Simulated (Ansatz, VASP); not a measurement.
# AlGa3N4 (random wurtzite alloy of AlN and GaN): VASP beside Ansatz, part 3 of 4

Aim: how closely do two programs agree when they are given the same cell, functional and k mesh? Of the first pair: The cell is taken from a series of runs on this material, whose earlier steps may have relaxed, scaled, displaced or heated it; both programs get it as it stands.

VASP 6.6.1 and Ansatz 0.2.0.

So far. Step 3 (VASP: single point, LDA, pair 1): The run ends at a pressure of -4.37 GPa, with forces up to 1.6 eV/Å.

### 6. VASP: single point, LDA, start cell, pair 2

Level of this step: LDA; plane waves and PAW (Ga_d, N, Al) (VASP).

The same cell, functional (in two slightly different forms), mesh and smearing now go to VASP, with its own data sets.

Input file INCAR:

```
SYSTEM = AlGa3N4
PREC = Accurate
ENCUT = 520
EDIFF = 1E-06
NELM = 120
ISMEAR = 0
SIGMA = 0.05
LREAL = Auto
ALGO = Normal
GGA = PW92
NBANDS = 336
LORBIT = 11
LWAVE = .FALSE.
LCHARG = .FALSE.
ISIF = 2
LASPH = .TRUE.
GGA_COMPAT = .FALSE.
EFERMI = MIDGAP
NCORE = 2
```

Input file POSCAR:

```
AlGa3N4
1.0
    9.5094000000      0.0000000000      0.0000000000
   -4.7547000000      8.2353800000      0.0000000000
    0.0000000000      0.0000000000     10.2684000000
Ga N Al
27 36 9
Direct
    0.0017549122      0.0021006924      0.0010517705
    0.0014323748      0.0016028404      0.4991332632
    0.9993499447      0.3363657779      0.0004382377
    0.1087411884      0.5546435016      0.2485197304
    0.0017395865      0.3377379064      0.4964940984
    0.9962880699      0.6649844937      0.9973705738
    0.9940247359      0.6639280762      0.5025515173
    0.1144921544      0.8900985747      0.7490943088
    0.3336521416      0.9980717344      0.5020256320
    0.4452825363      0.2220055419      0.7490456157
    0.3367050252      0.3325893887      0.9994059445
    0.3364484953      0.3355886431      0.5021424954
    0.4506265814      0.5595491647      0.7518600756
    0.3295640915      0.6664051932      0.9988703206
    0.4416625171      0.8861643300      0.2500681703
    0.4465022581      0.8916164160      0.7488216275
    0.6703812592      0.0034121073      0.0017821666
    0.7793541629      0.2224305375      0.2483541740
    0.6678502953      0.0037763892      0.5026002104
    0.7824107741      0.2205726997      0.7534766858
    0.6657306416      0.3330386697      0.9982665264
    0.6650465546      0.3326379596      0.4968544272
    0.7755547587      0.5548742135      0.7488800592
    0.6655373543      0.6664901923      0.0015679171
    0.7763254165      0.8864678983      0.2494156831
    0.6667587864      0.6609409645      0.5028339371
    0.7771800005      0.8896492937      0.7487631958
    0.1109719557      0.2250776528      0.0612656305
    0.9967766442      0.0015664122      0.3097464065
    0.1094934232      0.2244340880      0.5612948463
    0.0029639857      0.0046870940      0.8099509174
    0.1048247622      0.5522999546      0.0610805968
    0.9988133682      0.3345565111      0.3116259593
    0.1102802009      0.5547770716      0.5620057653
    0.9995290028      0.3349572212      0.8101943828
    0.1108272383      0.8875850295      0.0592010440
    0.9968088682      0.6645959264      0.3102333372
    0.1114577884      0.8886778752      0.5630575357
    0.0017190838      0.6703151524      0.8080518873
    0.4471234902      0.2227219630      0.0603015075
    0.3306739908      0.9988245837      0.3126874683
    0.4448483865      0.2193705694      0.5590062717
    0.3317680895      0.0000242855      0.8129211951
    0.4456969697      0.5582498925      0.0622492306
    0.3344116938      0.3368150589      0.3138074091
    0.4497640206      0.5621355663      0.5605547115
    0.3356242457      0.3356857850      0.8078863309
    0.4443066349      0.8888235880      0.0657453936
    0.3317639796      0.6665144778      0.3103794165
    0.4409069444      0.8882285942      0.5624147871
    0.3369450473      0.6696837304      0.8101262125
    0.7806720851      0.2251505091      0.0577499903
    0.6683003997      0.9981567335      0.3127264228
    0.7752897994      0.2258062166      0.5634470804
    0.6685037917      0.0034849637      0.8110903354
    0.7768254717      0.5557120619      0.0632036150
    0.6676888659      0.3326015314      0.3096295431
    0.7794925672      0.5581648934      0.5617136068
    0.6647646563      0.3315693993      0.8123368782
    0.7816868365      0.8960970836      0.0606618363
    0.6681364965      0.6656523439      0.3106813135
    0.7800624026      0.8880950242      0.5571754119
    0.6642217600      0.6656887721      0.8109442562
    0.1110606669      0.2221633974      0.2481399244
    0.1106176369      0.2239483788      0.7472634490
    0.1068279848      0.5521420991      0.7499318297
    0.1093083318      0.8893214399      0.2537688442
    0.3371890144      0.0010442748      0.0005453625
    0.4466708790      0.2270326324      0.2481983561
    0.4439600605      0.5523363828      0.2490943088
    0.3323104564      0.6655673448      0.5002629426
    0.7748792104      0.5535020849      0.2491527404
```

Input file KPOINTS:

```
Automatic mesh
0
Gamma
1 1 1
0 0 0
```

The projector-augmented-wave data sets are Ga_d, N and Al (LDA family, release 64).

The run is started by

```sh
$ mpirun -np 8 vasp_gam
```

Numbers of over 12 decimals in the logs are rounded to 6 here.

What it wrote:

```text
[banner, memory and clock lines left out]
running    8 mpi-ranks, on    1 nodes
[...]
[... a notice as in an earlier step ...]

 LDA part: xc-table for (Slater(with rela. corr.)+PW92), standard interpolation
 POSCAR, INCAR and KPOINTS ok, starting setup
[...]
entering main loop
       N       E                     dE             d eps       ncg     rms          rms(c)
DAV:   1     0.130925438819E+05    0.13093E+05   -0.20617E+05   736   0.327E+03
DAV:   2     0.310544289662E+04   -0.99871E+04   -0.93930E+04   672   0.958E+02
DAV:   3    -0.652841026838E+02   -0.31707E+04   -0.29534E+04   848   0.344E+02
DAV:   4    -0.550534807654E+03   -0.48525E+03   -0.47097E+03   776   0.139E+02
[...]
DAV:  18    -0.518076905519E+03   -0.88368E-05   -0.10134E-04   904   0.340E-02    0.649E-03
DAV:  19    -0.518076906613E+03   -0.10949E-05   -0.15921E-05   624   0.188E-02    0.588E-03
DAV:  20    -0.518076906237E+03    0.37687E-06   -0.10655E-06   440   0.193E-02
   1 F= -.51807691E+03 E0= -.51807691E+03  d E =0.000000E+00
```

From OUTCAR (step 6):

```text
 POSITION                                       TOTAL-FORCE (eV/Angst)
 -----------------------------------------------------------------------------------
      0.00670      0.01730      0.01080         0.246988     -0.031210     -0.445657
      0.00600      0.01320      5.12530        -0.012324     -0.014073      0.026398
      7.90390      2.77010      0.00450         0.518453     -0.422996     -0.391964
     -1.60310      4.56770      2.55190        -0.017940      0.340296      0.331770
     -1.58930      2.78140      5.09820        -0.349173     -0.516140      0.561966
      6.31230      5.47640     10.24140         0.022437      0.453680      0.148324
      6.29580      5.46770      5.16040         1.073019      0.582560     -0.643883
     -3.14340      7.33030      7.69200        -0.667712      0.241955      0.287261
     -1.57270      8.21950      5.15500        -0.377100     -0.011353     -0.523570
      3.17880      1.82830      7.69150        -0.100581     -0.078962     -0.024963
      1.62050      2.73900     10.26230        -0.620127      0.316192     -0.309468
      1.60380      2.76370      5.15620        -0.330737     -0.078479      0.069780
      1.62470      4.60810      7.72040        -0.971718     -0.457202     -0.416496
     -0.03460      5.48810     10.25680         0.307126      0.121878      0.169285
[...]
-----------------------------------------------------------------------------------
    total drift:                                0.005078     -0.008353     -0.034172

  FREE ENERGIE OF THE ION-ELECTRON SYSTEM (eV)
  ---------------------------------------------------
  free  energy   TOTEN  =      -518.0769062366 eV

  energy  without entropy=     -518.0769062366  energy(sigma->0) =     -518.07690624

[... 1 part as in an earlier step ...]
```

The run ends at a pressure of -4.36 GPa, with forces up to 1.6 eV/Å.

### 7. Side by side

Forces on 10 of the 72 atoms, those with the largest forces and the largest differences (eV/Å; atoms numbered as in POSCAR):

```csv
atom,"Ansatz x, y, z","VASP x, y, z"
Ga7,"1.054, 0.572, -0.632","1.073, 0.583, -0.644"
Ga20,"-1.046, 0.538, -0.642","-1.060, 0.549, -0.650"
Ga26,"-0.395, 1.209, -0.891","-0.400, 1.226, -0.908"
N29,"1.228, 0.397, -0.425","1.257, 0.412, -0.443"
N33,"0.902, -0.512, -0.753","0.934, -0.527, -0.769"
N35,"1.085, 0.411, -0.195","1.120, 0.426, -0.208"
N36,"0.666, 0.554, 0.847","0.695, 0.570, 0.873"
N45,"0.126, -0.498, -1.287","0.124, -0.507, -1.317"
N48,"-0.377, 0.438, -1.215","-0.396, 0.452, -1.236"
N49,"0.754, -0.767, 0.614","0.783, -0.788, 0.636"
```

The forces differ by 13 meV/Å r.m.s., which is 2.6 % of the r.m.s. force of 0.503 eV/Å (both taken over all components).

### 8. Ansatz: single point, LDA, pair 3

A single point gives forces, pressure and levels at one fixed geometry, so differences don't come from the geometry; what else differs is listed under the comparison.

The cell is taken from a series of runs on this material, whose earlier steps may have relaxed, scaled, displaced or heated it; both programs get it as it stands.

Input file input.yaml:

```yaml
crystal:
  lattice:
    - [9.5094, 0.0, 0.0]
    - [-4.7547, 8.23538, 0.0]
    - [0.0, 0.0, 10.2684]
  atoms:
    - { symbol: Ga, position: [0.00174, 0.00125, 0.00065] }
    - { symbol: "N", position: [0.11103, 0.22307, 0.06596] }
    - { symbol: Al, position: [0.11245, 0.22293, 0.25084] }
    - { symbol: "N", position: [0.00516, 0.00306, 0.30785] }
    - { symbol: Ga, position: [0.00116, 0.00153, 0.49884] }
    - { symbol: "N", position: [0.11196, 0.2229, 0.56539] }
    - { symbol: Al, position: [0.11168, 0.22351, 0.75085] }
    - { symbol: "N", position: [0.00281, 0.00538, 0.8103] }
    - { symbol: Ga, position: [0.00117, 0.33394, 0.99881] }
    - { symbol: "N", position: [0.11137, 0.55591, 0.06143] }
    - { symbol: Ga, position: [0.11203, 0.55635, 0.25058] }
    - { symbol: "N", position: [0.00264, 0.33171, 0.31072] }
    - { symbol: Ga, position: [0.00176, 0.33494, 0.50076] }
    - { symbol: "N", position: [0.11547, 0.55861, 0.56346] }
    - { symbol: Al, position: [0.11123, 0.55571, 0.74989] }
    - { symbol: "N", position: [0.00508, 0.33641, 0.80737] }
    - { symbol: Ga, position: [0.00048, 0.66804, 0.00072] }
    - { symbol: "N", position: [0.11531, 0.89143, 0.06405] }
    - { symbol: Al, position: [0.11133, 0.88991, 0.24989] }
    - { symbol: "N", position: [0.99816, 0.66959, 0.30774] }
    - { symbol: Ga, position: [0.00114, 0.6672, 0.49887] }
    - { symbol: "N", position: [0.1116, 0.88965, 0.56103] }
    - { symbol: Ga, position: [0.11207, 0.88992, 0.75092] }
    - { symbol: "N", position: [0.0024, 0.66497, 0.81005] }
    - { symbol: Al, position: [0.33288, 0.00089, 0.00283] }
    - { symbol: "N", position: [0.4421, 0.21843, 0.06431] }
    - { symbol: Al, position: [0.44381, 0.22327, 0.24991] }
    - { symbol: "N", position: [0.33113, 0.00284, 0.3072] }
    - { symbol: Ga, position: [0.33337, 0.00013, 0.49779] }
    - { symbol: "N", position: [0.44417, 0.22265, 0.56054] }
    - { symbol: Ga, position: [0.44332, 0.22201, 0.75093] }
    - { symbol: "N", position: [0.3334, 0.0006, 0.81724] }
    - { symbol: Ga, position: [0.33332, 0.33345, 0.00193] }
    - { symbol: "N", position: [0.44373, 0.55613, 0.06617] }
    - { symbol: Al, position: [0.44382, 0.55529, 0.25172] }
    - { symbol: "N", position: [0.33335, 0.33372, 0.30631] }
    - { symbol: Ga, position: [0.33279, 0.33398, 0.49814] }
    - { symbol: "N", position: [0.44215, 0.55789, 0.55837] }
    - { symbol: Ga, position: [0.44301, 0.55519, 0.74894] }
    - { symbol: "N", position: [0.32911, 0.33194, 0.81106] }
    - { symbol: Ga, position: [0.33359, 0.66724, 0.99951] }
    - { symbol: "N", position: [0.44197, 0.89102, 0.05949] }
    - { symbol: Ga, position: [0.44307, 0.88829, 0.24946] }
    - { symbol: "N", position: [0.33555, 0.66507, 0.31492] }
    - { symbol: Al, position: [0.33257, 0.66698, 0.50083] }
    - { symbol: "N", position: [0.44163, 0.88529, 0.55923] }
    - { symbol: Ga, position: [0.44297, 0.88908, 0.74993] }
    - { symbol: "N", position: [0.32881, 0.66474, 0.80944] }
    - { symbol: Ga, position: [0.66585, 0.00031, 0.99935] }
    - { symbol: "N", position: [0.77862, 0.2231, 0.06004] }
    - { symbol: Ga, position: [0.77852, 0.22377, 0.24941] }
    - { symbol: "N", position: [0.66662, 0.00039, 0.31039] }
    - { symbol: Ga, position: [0.6658, 0.9999, 0.49956] }
    - { symbol: "N", position: [0.77786, 0.22329, 0.56009] }
    - { symbol: Ga, position: [0.77912, 0.22388, 0.74972] }
    - { symbol: "N", position: [0.66641, 0.0004, 0.81007] }
    - { symbol: Ga, position: [0.66568, 0.33388, 0.00143] }
    - { symbol: "N", position: [0.77831, 0.55632, 0.06555] }
    - { symbol: Al, position: [0.77761, 0.55621, 0.2504] }
    - { symbol: "N", position: [0.66423, 0.33599, 0.30702] }
    - { symbol: Ga, position: [0.66646, 0.33401, 0.49781] }
    - { symbol: "N", position: [0.77794, 0.55625, 0.56012] }
    - { symbol: Ga, position: [0.77835, 0.55622, 0.74988] }
    - { symbol: "N", position: [0.6665, 0.334, 0.81186] }
    - { symbol: Ga, position: [0.66598, 0.66619, 0.00154] }
    - { symbol: "N", position: [0.77818, 0.88972, 0.06025] }
    - { symbol: Ga, position: [0.77888, 0.88885, 0.24935] }
    - { symbol: "N", position: [0.6644, 0.66251, 0.30717] }
    - { symbol: Ga, position: [0.66596, 0.66682, 0.49774] }
    - { symbol: "N", position: [0.77828, 0.88914, 0.55986] }
    - { symbol: Ga, position: [0.77886, 0.88977, 0.74983] }
    - { symbol: "N", position: [0.66598, 0.66668, 0.81156] }
kpoints:
  mp_grid: { grid: [1, 1, 1] }
hamiltonian:
  xc: lda
scf:
  occupations: { method: gaussian, width: 0.05 }
output:
  forces: true
  stress: true
  populations: true
  dos:
    method: { smearing: { sigma: 0.15 } }
    de: 0.1
    projected: { site_lists: { Al: [Al], Ga: [Ga], "N": ["N"] } }
  eigenvalues: true
  write_density: true
  write_potential: true
  volumetric_format: npy
  elf: true
```

The run is started by

```sh
$ ansatz run input.yaml --threads 4 --pin off --max-ram 8192MiB --backend cpu --events-out ev --progress --plain --runs-dir out
```

What it wrote:

```text
[...]
Crystal: 72 atoms, lattice volume = 804.155 Å³
Basis set: ecut = 420 eV, 15743 PW (Γ)
Bands: 351, of which v1, the nominal top of the filled ones, is band 279 counted from 1 (278 counted from 0)
Symmetry: 1 space group operations
[...]
k-points: 1
[...]
--- Löwdin populations: 72 sites ---
  site symbol       q [e]
     0     Ga     12.2633
     1      N      5.7911
     2     Al      1.8980
     3      N      5.8587
     4     Ga     12.2613
     5      N      5.7888
     6     Al      1.8908
     7      N      5.7856
[...]
68     Ga     12.2609
    69      N      5.7131
    70     Ga     12.2530
    71      N      5.7094
  spilling = 0.002814 (of n_electrons = 558.000000)
[key lines of the parts left out:]
SCF converged after 8 iterations
Free energy (F): -118219.619327 eV
Fermi energy:    10.024912 eV
P = ⅓ Tr σ = -5.5470 GPa (-55.470 kbar)
```

(Continued in part 4 of 4.)

[Lines on the potential files, build, host, timing and source positions are cut from VASP's logs without a mark.]

[Logs are printed without paths, hosts, clocks, repeated set-up lines and the standing remarks that a program may print on its own settings, such as how far it seeks lower states.]

[Hosts, paths, dates, database ids (printed as entryN), source tags and the programs' standing remarks are cut or masked in the printed files.]
